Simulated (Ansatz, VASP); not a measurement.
# One calculation of Zr3MoC, two programs

Contents of INCAR:

```
SYSTEM = Zr3MoC
PREC = Accurate
ENCUT = 900
EDIFF = 1E-7
ISMEAR = -1
SIGMA = 0.05
LREAL = .FALSE.
LASPH = .TRUE.
NELM = 60
ALGO = Normal
ISIF = 2
LWAVE = .FALSE.
LCHARG = .FALSE.
LMAXMIX = 4
GGA = PE
```

Contents of KPOINTS:

```
Automatic mesh
0
G
  5 5 5
  0 0 0
```

File POSCAR:

```
Zr3MoC
1.0
    4.9425100000      0.0000000000      0.0000000000
    0.0000000000      4.9425100000      0.0000000000
    0.0000000000      0.0000000000      4.9425100000
Zr Mo C
3 1 1
Direct
    0.5000000000      0.0000000000      0.0000000000
    0.0000000000      0.5000000000      0.0000000000
    0.0000000000      0.0000000000      0.5000000000
    0.0000000000      0.0000000000      0.0000000000
    0.5000000000      0.5000000000      0.5000000000
```

The input KPOINTS_OPT:

```
path GXMGRX,MR
20
line-mode
reciprocal
 0.0000000000  0.0000000000  0.0000000000  G
 0.0000000000  0.5000000000  0.0000000000  X

 0.0000000000  0.5000000000  0.0000000000  X
 0.5000000000  0.5000000000  0.0000000000  M

 0.5000000000  0.5000000000  0.0000000000  M
 0.0000000000  0.0000000000  0.0000000000  G

 0.0000000000  0.0000000000  0.0000000000  G
 0.5000000000  0.5000000000  0.5000000000  R

 0.5000000000  0.5000000000  0.5000000000  R
 0.0000000000  0.5000000000  0.0000000000  X

 0.5000000000  0.5000000000  0.0000000000  M
 0.5000000000  0.5000000000  0.5000000000  R
```

The input input.yaml:

```yaml
crystal:
  lattice:
    - [4.94251, 0.0, 0.0]
    - [0.0, 4.94251, 0.0]
    - [0.0, 0.0, 4.94251]
  atoms:
    - { symbol: Zr, position: [0.5, 0.0, 0.0] }
    - { symbol: Zr, position: [0.0, 0.5, 0.0] }
    - { symbol: Zr, position: [0.0, 0.0, 0.5] }
    - { symbol: Mo, position: [0.0, 0.0, 0.0] }
    - { symbol: C, position: [0.5, 0.5, 0.5] }
hamiltonian:
  xc: pbe
  pseudopotentials: { kind: paw }
kpoints:
  mp_grid: { grid: [5, 5, 5] }
  band_path:
    path:
      - [[0.0, 0.0, 0.0], [0.0, 0.5, 0.0], [0.5, 0.5, 0.0], [0.0, 0.0, 0.0], [0.5, 0.5, 0.5], [0.0, 0.5, 0.0]]
      - [[0.5, 0.5, 0.0], [0.5, 0.5, 0.5]]
    npoints: 14
scf:
  occupations: { method: fermi_dirac, width: 0.05 }
  n_extra_bands: 12
output:
  forces: true
  stress: true
  eigenvalues: true
  fatbands: false
```

The cell was built by a generator and needn't be a form met in nature.

Alike in both runs: task band structure; functional PBE; k mesh 5 × 5 × 5; occupations fermi-dirac, width 0.05 eV; no spin polarisation.

```csv
,VASP,Ansatz
version,VASP 6.6.1,Ansatz 0.2.0
potentials or method,"VASP PAW PBE potentials, release 64 (Zr_sv, Mo_sv, C)",Ansatz PAW
plane-wave cutoff (eV),900,420
valence electrons in the cell,54,54
```

Ansatz gave:

* gap on the k mesh at the Fermi level (eV): none
* pressure (GPa): 0.8

Problem. Which values does VASP return?

Solution. gap on the k mesh at the Fermi level (eV): none; pressure (GPa): 1.0.

A gap of «none» marks a metal or a gap that the smearing closes. The functional is the same, so the differences come from potentials, cutoffs and numerics.
